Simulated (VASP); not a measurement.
# Hf4Si4Pt (C2/m) in VASP: a series of runs

One crystal, Hf4Si4Pt, is run at these levels: r2SCAN; tasks: single point.

All numbers are computed with VASP 6.6.1; they aren't measurements. Logs are shortened: lines on timing, memory, paths and dates and some standing lists are left out, and cuts for length are marked.

## 1. The structure

Symmetry: C2/m, No. 12, monoclinic system. The conventional cell has a = 9.647 Å, b = 3.731 Å, c = 8.610 Å, α = 90.00°, β = 109.91°, γ = 90.00°. Hf (site symmetry m) is surrounded by 7 Si at 2.64 to 2.87 Å. Hf (site symmetry m) has 6 Si at 2.69 to 2.79 Å and 2 Pt at 3.01 Å as nearest neighbours. Pt (site symmetry 2/m) has 4 Si at 2.37 Å as nearest neighbours. Si (site symmetry m) is surrounded by 2 Si at 2.40 to 2.42 Å and 5 Hf at 2.64 to 2.72 Å. Si (site symmetry m) is surrounded by 2 Pt at 2.37 Å and 1 Si at 2.40 Å.

The cell was built by a generator and needn't be a form met in nature.

## 2. Single point, r2SCAN

File POSCAR:

```
Hf4Si4Pt
1.0
    0.0000000000      3.7313000000      0.0000000000
    4.8233350000     -1.8656500000      0.0000000000
   -1.8908350000      1.8656500000     -8.0956510000
Hf Pt Si
4 1 4
Direct
    0.1082400000      0.8354800000      0.6190000000
    0.8917600000      0.1645200000      0.3810000000
    0.7539400000      0.3498500000      0.8419700000
    0.2460600000      0.6501500000      0.1580300000
    0.0000000000      0.0000000000      0.0000000000
    0.3840000000      0.3815000000      0.6135000000
    0.6160000000      0.6185000000      0.3865000000
    0.4622000000      0.7747000000      0.8503000000
    0.5378000000      0.2253000000      0.1497000000
```

File INCAR.step1:

```
SYSTEM = Hf4Si4Pt
ALGO = Normal
EDIFF = 1E-4
ENCUT = 520
GGA = PE
ISMEAR = -1
LASPH = .True.
LCHARG = .False.
LREAL = .False.
LWAVE = .True.
NBANDS = 43
NELM = 80
PREC = Accurate
SIGMA = 0.1
```

File INCAR.step2:

```
SYSTEM = Hf4Si4Pt
ALGO = Normal
EDIFF = 1E-7
ENCUT = 520
ISIF = 2
ISMEAR = -1
ISTART = 1
LASPH = .True.
LCHARG = .True.
LELF = .True.
LMIXTAU = .True.
LREAL = .False.
LVHAR = .True.
LWAVE = .False.
METAGGA = R2SCAN
NBANDS = 43
NELM = 80
PREC = Accurate
SIGMA = 0.1
```

File KPOINTS:

```
k-points
0
Gamma
  5 5 5
  0 0 0
```

Potentials or basis: VASP PAW PBE potentials, release 64 (Hf_pv, Pt, Si).

Started as:

```console
$ cat potpaw_PBE.64/Hf_pv/POTCAR potpaw_PBE.64/Pt/POTCAR potpaw_PBE.64/Si/POTCAR > POTCAR
$ cp INCAR.step1 INCAR
$ mpirun -np 1 vasp_std > vasp.out
$ cp INCAR.step2 INCAR
$ mpirun -np 1 vasp_std > vasp.out
```

OUTCAR:

```text
SYSTEM = Hf4Si4Pt
   EDIFF = 1E-7
   ENCUT = 520
   ISIF = 2
   ISMEAR = -1
   ISTART = 1
   LASPH = .True.
   LREAL = .False.
   METAGGA = R2SCAN
   NELM = 80
   PREC = Accurate

 ion  position               nearest neighbor table
   1  0.108  0.835  0.619-   6 2.64   7 2.72   7 2.72   8 2.74   8 2.74   6 2.87   6 2.87   5 3.09
                             3 3.30   3 3.31   3 3.31   2 3.37   2 3.37   2 3.39   4 3.73
   2  0.892  0.165  0.381-   7 2.64   6 2.72   6 2.72   9 2.74   9 2.74   7 2.87   7 2.87   5 3.09
                             4 3.30   4 3.31   4 3.31   1 3.37   1 3.37   1 3.39   3 3.73
   3  0.754  0.350  0.842-   6 2.69   6 2.69   9 2.76   8 2.76   8 2.76   8 2.79   5 3.01   5 3.01
                             5 3.11   4 3.28   4 3.28   1 3.30   1 3.31   1 3.31   2 3.73
   4  0.246  0.650  0.158-   7 2.69   7 2.69   8 2.76   9 2.76   9 2.76   9 2.79   5 3.01   5 3.01
                             5 3.11   3 3.28   3 3.28   2 3.30   2 3.31   2 3.31   1 3.73
   5  0.000  0.000  0.000-   9 2.37   8 2.37   9 2.37   8 2.37   3 3.01   3 3.01   4 3.01   4 3.01
                             1 3.09   2 3.09   4 3.11   3 3.11
   6  0.384  0.382  0.614-   8 2.40   7 2.42   1 2.64   3 2.69   3 2.69   2 2.72   2 2.72   1 2.87
                             1 2.87
   7  0.616  0.618  0.386-   9 2.40   6 2.42   2 2.64   4 2.69   4 2.69   1 2.72   1 2.72   2 2.87
                             2 2.87
   8  0.462  0.775  0.850-   5 2.37   5 2.37   6 2.40   1 2.74   1 2.74   4 2.76   3 2.76   3 2.76
                             3 2.79   9 2.91
   9  0.538  0.225  0.150-   5 2.37   5 2.37   7 2.40   2 2.74   2 2.74   3 2.76   4 2.76   4 2.76
                             4 2.79   8 2.91

  LATTYP: Found a base centered monoclinic cell.
 ALAT       =     9.6466700000
 B/A-ratio  =     0.3867966874
 C/A-ratio  =     0.8925782405
 COS(beta)  =    -0.3405762062

  Lattice vectors:

 A1 = (  -4.8233350000,  -1.8656500000,   0.0000000000)
 A2 = (  -4.8233350000,   1.8656500000,   0.0000000000)
 A3 = (   2.9325000000,   0.0000000000,  -8.0956510000)

Analysis of symmetry for initial positions (statically):
=====================================================================
 Subroutine PRICEL returns:
 Original cell was already a primitive cell.

 Routine SETGRP: Setting up the symmetry group for a
 base centered monoclinic supercell.

 Subroutine GETGRP returns: Found  4 space group operations
 (whereof  4 operations were pure point group operations)
 out of a pool of  4 trial point group operations.

The static configuration has the point symmetry C_2h.

Analysis of symmetry for dynamics (positions and initial velocities):
=====================================================================
 Subroutine PRICEL returns:
 Original cell was already a primitive cell.

 Routine SETGRP: Setting up the symmetry group for a
 base centered monoclinic supercell.

 Subroutine GETGRP returns: Found  4 space group operations
 (whereof  4 operations were pure point group operations)
 out of a pool of  4 trial point group operations.

The dynamic configuration has the point symmetry C_2h.

 Subroutine INISYM returns: Found  4 space group operations
 (whereof  4 operations are pure point group operations),
 and found     1 'primitive' translations

----------------------------------------------------------------------------------------

                                     Primitive cell

  volume of cell :     145.6999

  direct lattice vectors                    reciprocal lattice vectors
     0.000000000  3.731300000  0.000000000     0.103662715  0.268003109  0.037549903
     4.823335000 -1.865650000  0.000000000     0.207325429  0.000000000 -0.048423305
    -1.890835000  1.865650000 -8.095651000     0.000000000  0.000000000 -0.123523111

  length of vectors
     3.731300000  5.171577172  8.520297649     0.289795825  0.212905261  0.123523111

  position of ions in fractional coordinates (direct lattice)
     0.108240000  0.835480000  0.619000000
     0.891760000  0.164520000  0.381000000
     0.753940000  0.349850000  0.841970000
     0.246060000  0.650150000  0.158030000
     0.000000000  0.000000000  0.000000000
     0.384000000  0.381500000  0.613500000
     0.616000000  0.618500000  0.386500000
     0.462200000  0.774700000  0.850300000
     0.537800000  0.225300000  0.149700000

  ion indices of the primitive-cell ions
   primitive index   ion index
                 1           1
                 2           2
                 3           3
                 4           4
                 5           5
                 6           6
                 7           7
                 8           8
                 9           9

----------------------------------------------------------------------------------------

 KPOINTS: k-points

Automatic generation of k-mesh.
 Grid dimensions read from file:
 generate k-points for:    5    5    5

 Generating k-lattice:

  Cartesian coordinates                     Fractional coordinates (reciprocal lattice)
     0.020732543  0.053600622  0.007509981     0.200000000  0.000000000 -0.000000000
     0.041465086  0.000000000 -0.009684661     0.000000000  0.200000000  0.000000000
     0.000000000  0.000000000 -0.024704622     0.000000000  0.000000000  0.200000000

  Length of vectors
     0.057959165  0.042581052  0.024704622

  Shift w.r.t. Gamma in fractional coordinates (k-lattice)
     0.000000000  0.000000000  0.000000000

 Subroutine IBZKPT returns following result:
 ===========================================

 Found     39 irreducible k-points:

 Following reciprocal coordinates:
            Coordinates               Weight
  0.000000  0.000000  0.000000      1.000000
  0.200000  0.000000  0.000000      4.000000
  0.400000 -0.000000  0.000000      4.000000
  0.000000  0.200000  0.000000      2.000000
  0.200000  0.200000  0.000000      4.000000
  0.400000  0.200000  0.000000      4.000000
[... 16 lines left out ...]
 -0.400000  0.400000  0.200000      4.000000
 -0.200000  0.400000  0.200000      4.000000
 [... further k-points ...]
   k-points           NKPTS =     39   k-points in BZ     NKDIM =     39   number of bands    NBANDS=     43
   number of dos      NEDOS =    301   number of ions     NIONS =      9
   total plane-waves  NPLWV =  71680
   dimension x,y,z NGX =    28 NGY =   40 NGZ =   64
   dimension x,y,z NGXF=    56 NGYF=   80 NGZF=  128
   ions per type =               4   1   4
   NGX,Y,Z   is equivalent  to a cutoff of  12.48, 12.86, 12.49 a.u.
   NGXF,Y,Z  is equivalent  to a cutoff of  24.95, 25.72, 24.98 a.u.
 SYSTEM =  Hf4Si4Pt
   PREC   = accura    normal or accurate (medium, high low for compatibility)
   ISTART =      1    job   : 0-new  1-cont  2-samecut
   ICHARG =      0    charge: 1-file 2-atom 10-const
   ISPIN  =      1    spin polarized calculation?
   LNONCOLLINEAR =      F non collinear calculations
   LSORBIT =      F    spin-orbit coupling
   LASPH  =      T    aspherical Exc in radial PAW
   ENCUT  =  520.0 eV  38.22 Ry    6.18 a.u.   6.94  9.62 15.84*2*pi/ulx,y,z
   NELM   =     80;   NELMIN=  2; NELMDL=  0     # of ELM steps
   EDIFF  = 0.1E-06   stopping-criterion for ELM
   LREAL  =      F    real-space projection
   EDIFFG = 0.1E-05   stopping-criterion for IOM
   NSW    =      0    number of steps for IOM
   IBRION =     -1    ionic relax: 0-MD 1-quasi-New 2-CG
   NFREE  =      0    steps in history (QN), initial steepest desc. (CG)
   ISIF   =      2    stress and relaxation
   ISYM   =      2    0-nonsym 1-usesym 2-fastsym
   POTIM  = 0.5000    time-step for ionic-motion
   TEBEG  =    0.0;   TEEND  =   0.0 temperature during run
   PSTRESS=    0.0 pullay stress
   NELECT =      66.0000    total number of electrons
   NUPDOWN=      -1.0000    fix difference up-down
   EMIN   =  10.00;   EMAX   =-10.00  energy-range for DOS
   EFERMI =   0.00;   METHOD = LEGACY
   ISMEAR =    -1;   SIGMA  =   0.10  broadening in eV -4-tet -1-fermi 0-gaus
   EFERMI_NEDOS =   21; number of points for ismear=-14 and -15
   IALGO  =     38    algorithm
   IMIX   =      4    mixing-type and parameters
     AMIX     =   0.40;   BMIX     =  1.00
     AMIX_MAG =   1.60;   BMIX_MAG =  1.00
  volume/ion in A,a.u.               =      16.19       109.25
  Fermi-wavevector in a.u.,A,eV,Ry     =   1.257293  2.375938 21.507881  1.580785
  Thomas-Fermi vector in A             =   2.390959
   LORBIT       =      0    0 simple, 1 ext, 2 COOP (PROOUT), +10 PAW based schemes
   METAGGA = R2SCAN    functional components
   LHFCALC =     F    Hartree Fock is set to
   AEXX    =    0.0000 exact exchange contribution
   IVDW    =     0    specifies the selected vdW correction
   LEPSILON=     F    determine dielectric tensor
   LRPA    =     F    only Hartree local field effects (RPA)
 non-spin polarized calculation
  energy-cutoff  :      520.00
  volume of cell :      145.70
 maximum number of plane-waves:      3954
   NGX = 13   NGY = 19   NGZ = 31

 number of electron      65.9999999 magnetization

 Free energy of the ion-electron system (eV)
  ---------------------------------------------------
  ext. energy  EPLUGINS =         0.00000000
  ---------------------------------------------------
  free energy    TOTEN  =      -275.62660308 eV

  energy without entropy =     -275.50358631  energy(sigma->0) =     -275.56509470

 E-fermi :   8.3517     XC(G=0): -12.8129

 val. band max:        8.3212232635   @ k =   0.2000   0.2000   0.0000
 cond. band min:       8.3634628847   @ k =   0.4000   0.4000   0.0000
 fundamental gap:      0.0422396211
 Fermi energy:         8.3516867513

 k-point     1 :       0.0000    0.0000    0.0000
  band No.  band energies     occupation
      1     -23.5558      2.00000
      2     -23.5350      2.00000
      3     -23.5299      2.00000
      4     -23.4381      2.00000
      5     -23.4294      2.00000
      6     -23.4227      2.00000
[... 35 lines left out ...]
     42      11.6747      0.00000
     43      11.9709      0.00000

 k-point     2 :       0.2000    0.0000    0.0000
  band No.  band energies     occupation
      1     -23.5495      2.00000
      2     -23.5363      2.00000
      3     -23.5252      2.00000
      4     -23.5066      2.00000
      5     -23.4454      2.00000
      6     -23.4277      2.00000
[... 35 lines left out ...]
     42      12.0679      0.00000
     43      12.2804      0.00000

 k-point     3 :       0.4000   -0.0000    0.0000
  band No.  band energies     occupation
      1     -23.5858      2.00000
      2     -23.5630      2.00000
      3     -23.5426      2.00000
      4     -23.5165      2.00000
      5     -23.4971      2.00000
      6     -23.4354      2.00000
[... 35 lines left out ...]
     42      12.1449      0.00000
     43      12.3030      0.00000

 k-point     4 :       0.0000    0.2000    0.0000
  band No.  band energies     occupation
      1     -23.5740      2.00000
      2     -23.5466      2.00000
      3     -23.5311      2.00000
      4     -23.4686      2.00000
      5     -23.4406      2.00000
      6     -23.3932      2.00000
[... 863 lines left out ...]
     42      11.6206      0.00000
     43      11.6799      0.00000

 k-point    23 :      -0.4000    0.4000    0.2000
  band No.  band energies     occupation
      1     -23.5782      2.00000
      2     -23.5608      2.00000
      3     -23.5437      2.00000
      4     -23.5131      2.00000
      5     -23.4961      2.00000
      6     -23.4542      2.00000
[... 35 lines left out ...]
     42      12.2436      0.00000
     43      12.4971      0.00000

 k-point    24 :      -0.2000    0.4000    0.2000
  band No.  band energies     occupation
      1     -23.5749      2.00000
      2     -23.5567      2.00000
      3     -23.5350      2.00000
      4     -23.4992      2.00000
      5     -23.4686      2.00000
      6     -23.4005      2.00000
[... 35 lines left out ...]
     42      11.7757      0.00000
     43      11.9411      0.00000

 [... further k-points ...]

------------------------ aborting loop because EDIFF is reached ----------------------------------------

  FORCE on cell =-STRESS in cart. coord.  units (eV):
  Direction    XX          YY          ZZ          XY          YZ          ZX
  --------------------------------------------------------------------------------------
  -------------------------------------------------------------------------------------
  Total        4.9951560      5.8020654      4.4241709      0.0000000      0.0000000      0.7298279
  in kB       54.9288199     63.8019320     48.6500288      0.0000000      0.0000000      8.0254921
  external PRESSURE =      55.7935936 kB  Pullay stress =       0.0000000 kB

 VOLUME and BASIS-vectors are now :
 -----------------------------------------------------------------------------
  energy-cutoff  :      520.00
  volume of cell :      145.70
      direct lattice vectors                 reciprocal lattice vectors
     0.000000000  3.731300000  0.000000000     0.103662715  0.268003109  0.037549903
     4.823335000 -1.865650000  0.000000000     0.207325429  0.000000000 -0.048423305
    -1.890835000  1.865650000 -8.095651000     0.000000000  0.000000000 -0.123523111

 POSITION                                       TOTAL-FORCE (eV/Angst)
 -----------------------------------------------------------------------------------
      2.85937      0.00000     -5.01121        -0.087768      0.000000      0.221038
      0.07313      3.73130     -3.08444         0.087768      0.000000     -0.221038
      0.09542      3.73130     -6.81630         0.241658     -0.000000      0.072780
      2.83708     -0.00000     -1.27936        -0.241658      0.000000     -0.072780
      0.00000      0.00000      0.00000         0.000000      0.000000      0.000000
      0.68008      1.86565     -4.96668         0.328841     -0.000000     -0.042007
      2.25242      1.86565     -3.12897        -0.328841      0.000000      0.042007
      2.12886      1.86565     -6.88373        -0.437664      0.000000      0.749903
      0.80364      1.86565     -1.21192         0.437664     -0.000000     -0.749903
 -----------------------------------------------------------------------------------
    total drift:                                0.000000      0.000000     -0.000000

  FREE ENERGIE OF THE ION-ELECTRON SYSTEM (eV)
  ---------------------------------------------------
  free  energy   TOTEN  =      -275.6266030817 eV

  energy  without entropy=     -275.5035863138  energy(sigma->0) =     -275.56509470
```

Run time: 12 min. Hardware: 1 thread of AMD EPYC 9R45 (Zen 5), shared host; peak memory 0.38 GiB.

Results:

```
Free energy            : -275.6266 eV
Pressure               : 5.6 GPa
Largest force          : 0.868 eV/Å
Band gap on the k mesh : none (metal or under the smearing width)
```

Forces in eV/Å, atoms in the order of the input:
```
Hf  -0.088  0.000  0.221
Hf   0.088  0.000 -0.221
Hf   0.242  0.000  0.073
Hf  -0.242  0.000 -0.073
Pt   0.000  0.000  0.000
Si   0.329  0.000 -0.042
Si  -0.329  0.000  0.042
Si  -0.438  0.000  0.750
Si   0.438  0.000 -0.750
```

Levels at points of the mesh, in eV from the Fermi level:
```
           k point  band 30  band 31  band 32  band 33  band 34  band 35  band 36  band 37
(0.00, 0.00, 0.00)    -2.02    -1.77    -0.60     0.21     0.38     1.39     2.31     2.35
```

Caveat: the k mesh is coarse (spacing up to 0.36 Å⁻¹), so the values aren't converged; the PAW data sets were made with another functional, which shifts forces and pressure a little. Spin-orbit coupling is left out, which matters for the levels of Hf, Pt.

## 3. Single point, r2SCAN

POSCAR is that of step 2.

File INCAR.step1:

```
PREC = Accurate
ENCUT = 520
ISMEAR = -1
SIGMA = 0.1
LREAL = False
LASPH = True
NELM = 80
NELECT = 67.0
NBANDS = 43
GGA = PE
ALGO = Normal
EDIFF = 1E-4
LWAVE = True
LCHARG = False
```

File INCAR.step2:

```
PREC = Accurate
ENCUT = 520
EDIFF = 1E-6
ISMEAR = -1
SIGMA = 0.1
LREAL = False
LASPH = True
NELM = 80
ALGO = Normal
ISIF = 2
LWAVE = False
LCHARG = False
METAGGA = R2SCAN
LMIXTAU = True
NELECT = 67.0
NBANDS = 43
ISTART = 1
```

File KPOINTS:

```
Automatic mesh
0
Gamma
  5 5 5
```

Potentials or basis: VASP PAW PBE potentials, release 64 (Hf_pv, Pt, Si).

Started as:

```console
$ cat potpaw_PBE.64/Hf_pv/POTCAR potpaw_PBE.64/Pt/POTCAR potpaw_PBE.64/Si/POTCAR > POTCAR
$ cp INCAR.step1 INCAR
$ mpirun -np 1 vasp_std > vasp.out
$ cp INCAR.step2 INCAR
$ mpirun -np 1 vasp_std > vasp.out
```

It took 11 min on 1 thread of AMD EPYC 9R45 (Zen 5), shared host; peak memory 0.38 GiB.

It converged, with:

```
Free energy            : -267.1775 eV
Largest force          : 1.004 eV/Å
Band gap on the k mesh : none (metal or under the smearing width)
```

Forces in eV/Å, atoms in the order of the input:
```
Hf  -0.121  0.000  0.182
Hf   0.121  0.000 -0.182
Hf   0.308  0.000  0.261
Hf  -0.308  0.000 -0.261
Pt   0.000  0.000  0.000
Si   0.220  0.000 -0.059
Si  -0.220  0.000  0.059
Si  -0.501  0.000  0.870
Si   0.501  0.000 -0.870
```

Levels at points of the mesh, in eV from the Fermi level:
```csv
k point,band 29,band 30,band 31,band 32,band 33,band 34,band 35,band 36,band 37,band 38
"(0.00, 0.00, 0.00)",-2.67,-2.28,-2.03,-0.84,-0.03,0.15,1.14,2.09,2.10,2.64
```

Caveat: the k mesh is coarse (spacing up to 0.36 Å⁻¹), so the values aren't converged; the cell carries a net charge on a neutralising background, which shifts energy and pressure; the cell is charged against a uniform background, so pressure and absolute levels hang on convention; the PAW data sets were made with another functional, which shifts forces and pressure a little.
